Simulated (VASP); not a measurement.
# Bi2Te3 (Tellurobismuthite): input slips in a band-gap run and what they do, part 2 of 2

Aim: see how common mistakes in a band-structure run show up, on Bi2Te3 (Tellurobismuthite). The starting structure is a measured crystal structure from the Crystallography Open Database. Cell and atoms stay as given unless a step says otherwise.

VASP 6.6.1.

Results so far: reference 0.197 eV; a k mesh far too coarse and no band path 0.046 eV.

## Step 5: Bands with a wide metal-type smearing

Level of this step: LDA; plane waves and PAW (Bi_d, Te) (VASP).

A slip made on purpose: a wide metal-type smearing. Against step 2 the input has ISMEAR = 1 and SIGMA = 1 (also changed: NELM).

Contents of INCAR:

```
SYSTEM = Bi2Te3
PREC = Accurate
ENCUT = 350
EDIFF = 1E-06
NELM = 60
ISMEAR = 1
SIGMA = 1
LREAL = .FALSE.
ALGO = Normal
GGA = CA
NBANDS = 39
LORBIT = 11
LWAVE = .FALSE.
LCHARG = .FALSE.
KPAR = 4
```

Contents of POSCAR:

```
Bi2Te3
1.0
    2.1930000000      1.2661291403     10.1656666667
   -2.1930000000      1.2661291403     10.1656666667
    0.0000000000     -2.5322582807     10.1656666667
Bi Te
2 3
Direct
    0.6000000000      0.6000000000      0.6000000000
    0.4000000000      0.4000000000      0.4000000000
    0.7905000000      0.7905000000      0.7905000000
    0.2095000000      0.2095000000      0.2095000000
    0.0000000000      0.0000000000      0.0000000000
```

Contents of KPOINTS:

```
Automatic mesh
0
Gamma
6 6 6
0 0 0
```

Contents of KPOINTS_OPT:

```
Line mode
8
Line-mode
Reciprocal
  0.00000000   0.00000000   0.00000000 GAMMA
  0.50000000   0.00000000   0.00000000 L

  0.50000000   0.00000000   0.00000000 L
  0.50000000   0.17700839  -0.17700839 B1

  0.82299161   0.50000000   0.17700839 B
  0.50000000   0.50000000   0.50000000 Z

  0.50000000   0.50000000   0.50000000 Z
  0.00000000   0.00000000   0.00000000 GAMMA

  0.00000000   0.00000000   0.00000000 GAMMA
  0.33850420   0.00000000  -0.33850420 X

  0.66149580   0.33850420   0.00000000 Q
  0.50000000   0.50000000   0.00000000 F

  0.50000000   0.50000000   0.00000000 F
  0.66149580   0.66149580   0.17700839 P1

  0.66149580   0.66149580   0.17700839 P1
  0.50000000   0.50000000   0.50000000 Z

  0.50000000   0.00000000   0.00000000 L
  0.82299161   0.33850420   0.33850420 P
```

PAW data sets: Bi_d and Te (LDA family, release 64).

Run with:

```
mpirun -np 4 vasp_std
```

Log:

```text
[... set-up lines as in an earlier step ...]
 entering main loop
       N       E                     dE             d eps       ncg     rms          rms(c)
DAV:   1     0.378045392109E+03    0.37805E+03   -0.17086E+04  2512   0.893E+02
DAV:   2     0.180499522534E+02   -0.36000E+03   -0.34144E+03  2635   0.275E+02
DAV:   3    -0.201438079078E+02   -0.38194E+02   -0.37197E+02  3089   0.107E+02
DAV:   4    -0.216185162680E+02   -0.14747E+01   -0.14704E+01  2987   0.235E+01
[...]
DAV:  11    -0.213695285230E+02    0.33688E-05   -0.24402E-05  2842   0.319E-02    0.216E-02
DAV:  12    -0.213695304489E+02   -0.19259E-05   -0.12992E-05  2914   0.142E-02    0.131E-02
DAV:  13    -0.213695305544E+02   -0.10551E-06   -0.82086E-07  1904   0.488E-03
   1 F= -.21369531E+02 E0= -.21526773E+02  d E =0.471726E+00
 Start KPOINTS_OPT (optional k-point list driver)
k-point batch [1-32\72]
       N       E                     dE             ncg
DAV:   1     0.243163929102E+04   -0.17294E+05     2512
DAV:   2    -0.904151996973E+04   -0.11473E+05     2672
DAV:   3    -0.102820240729E+05   -0.12405E+04     3016
DAV:   4    -0.103303604510E+05   -0.48336E+02     2941
DAV:   5    -0.103327811934E+05   -0.24207E+01     3670
DAV:   6    -0.103328093720E+05   -0.28179E-01     3217
DAV:   7    -0.103328101048E+05   -0.73277E-03     3692
DAV:   8    -0.103328101145E+05   -0.97536E-05     2824
DAV:   9    -0.103328101150E+05   -0.40967E-06     1833
[...]
k-point batch [65-72\72]
       N       E                     dE             ncg
DAV:   1     0.228011435280E+05   -0.81663E+04      624
DAV:   2     0.199193713617E+05   -0.28818E+04      640
DAV:   3     0.196200043719E+05   -0.29937E+03      774
DAV:   4     0.196091097830E+05   -0.10895E+02      744
DAV:   5     0.196085343334E+05   -0.57545E+00      969
DAV:   6     0.196085281806E+05   -0.61528E-02      770
DAV:   7     0.196085279769E+05   -0.20369E-03      962
DAV:   8     0.196085279744E+05   -0.25256E-05      668
DAV:   9     0.196085279743E+05   -0.10929E-06      473
```

Elapsed: 3.7 min, on 4 MPI ranks of AMD EPYC 7R43, shared host; peak memory 2 GiB; 15 min of CPU time.

Parts of OUTCAR (step 5):

```text
  Total       -2.0651902     -2.0651902     -2.7134662      0.0000000      0.0000000      0.0000000
  in kB      -19.5374053    -19.5374053    -25.6703175      0.0000000      0.0000000      0.0000000
  external PRESSURE =     -21.5817094 kB  Pullay stress =       0.0000000 kB

 POSITION                                       TOTAL-FORCE (eV/Angst)
 -----------------------------------------------------------------------------------
      0.00000     -0.00000     18.29820         0.000000      0.000000     -0.073502
      0.00000     -0.00000     12.19880         0.000000     -0.000000      0.073502
      0.00000     -0.00000     24.10788         0.000000      0.000000     -0.174670
      0.00000     -0.00000      6.38912         0.000000     -0.000000      0.174670
      0.00000      0.00000      0.00000         0.000000      0.000000     -0.000000
 -----------------------------------------------------------------------------------
    total drift:                               -0.000000     -0.000000     -0.000000

  FREE ENERGIE OF THE ION-ELECTRON SYSTEM (eV)
  ---------------------------------------------------
  free  energy   TOTEN  =       -21.3695305544 eV

  energy  without entropy=      -21.8412564580  energy(sigma->0) =      -21.52677252

[... 2 parts as in an earlier step ...]

[... 1 further part left out ...]
[key lines of the parts left out:]
E-fermi :   6.1477
```

With a wide metal-type smearing the gap is 0.206 eV, +0.009 eV from the reference.

## Step 6: Bands with a hybrid's name typed into the meta-GGA tag

A slip made on purpose: a hybrid's name typed into the meta-GGA tag. Against step 2 the input has METAGGA = HSE06 and no GGA (also changed: NELM).

Contents of INCAR:

```
SYSTEM = Bi2Te3
PREC = Accurate
ENCUT = 350
EDIFF = 1E-06
NELM = 60
ISMEAR = 0
SIGMA = 0.03
LREAL = .FALSE.
ALGO = Normal
NBANDS = 39
LORBIT = 11
LWAVE = .FALSE.
LCHARG = .FALSE.
KPAR = 4
METAGGA = HSE06
```

POSCAR is that of step 5.

KPOINTS is that of step 5.

KPOINTS_OPT is that of step 5.

Run with:

```
mpirun -np 4 vasp_std
```

Log:

```text
[banner, memory and clock lines left out]
running    4 mpi-ranks, on    1 nodes
[...]
|                                                                             |
|     EEEEEEE  RRRRRR   RRRRRR   OOOOOOO  RRRRRR      ###     ###     ###     |
|     E        R     R  R     R  O     O  R     R     ###     ###     ###     |
|     E        R     R  R     R  O     O  R     R     ###     ###     ###     |
|     EEEEE    RRRRRR   RRRRRR   O     O  RRRRRR       #       #       #      |
|     E        R   R    R   R    O     O  R   R                               |
|     E        R    R   R    R   O     O  R    R      ###     ###     ###     |
|     EEEEEEE  R     R  R     R  OOOOOOO  R     R     ###     ###     ###     |
|                                                                             |
|     Error: One of the selected functionals does not exist.                  |
|                                                                             |
|       ---->  I REFUSE TO CONTINUE WITH THIS SICK JOB ... BYE!!! <----       |
|                                                                             |

1
1
1
1
```

Run time: 3.6 s. Hardware: 4 MPI ranks.

VASP stopped with this message: “Error: One of the selected functionals does not exist”.

## Step 7: Comparison

| run | ended | gap (eV) | change (eV) | core minutes |
| --- | --- | --- | --- | --- |
| reference | converged | 0.197 | - | 22.8 |
| no empty bands | converged | - | - | 4.6 |
| a k mesh far too coarse and no band path | converged | 0.046 | -0.152 | 0.373 |
| a wide metal-type smearing | converged | 0.206 | 0.009 | 14.7 |
| a hybrid's name typed into the meta-GGA tag | stopped by VASP | - | - | 0.24 |

Core minutes are wall time times ranks of the run shown, on a shared host.

## Step 8: What came out

* reference gap: 0.197 eV
* gap with a k mesh far too coarse and no band path: 0.046 eV
* gap with a wide metal-type smearing: 0.206 eV
* run with no empty bands: converged
* run with a hybrid's name typed into the meta-GGA tag: stopped by VASP

VASP stopped by itself in the run with a hybrid's name typed into the meta-GGA tag. The run without empty bands converged, and still can't show a gap. Finished, but with signs in the output that stand out against the reference: a k mesh far too coarse and no band path, with the gap changed by -0.15 eV (signs: a stress of up to 38.8 GPa and forces of up to 1.61 eV/Å); a wide metal-type smearing, with the gap changed by +0.01 eV (signs: a large entropy term in the energy). Further runs on this material are not shown.

[Lines on the potential files, build, host, timing and source positions are cut from VASP's logs without a mark.]

[Logs are printed without paths, hosts, clocks, repeated set-up lines and the standing remarks that a program may print on its own settings, such as how far it seeks lower states.]

[Hosts, paths, dates, database ids (printed as entryN), source tags and the programs' standing remarks are cut or masked in the printed files.]
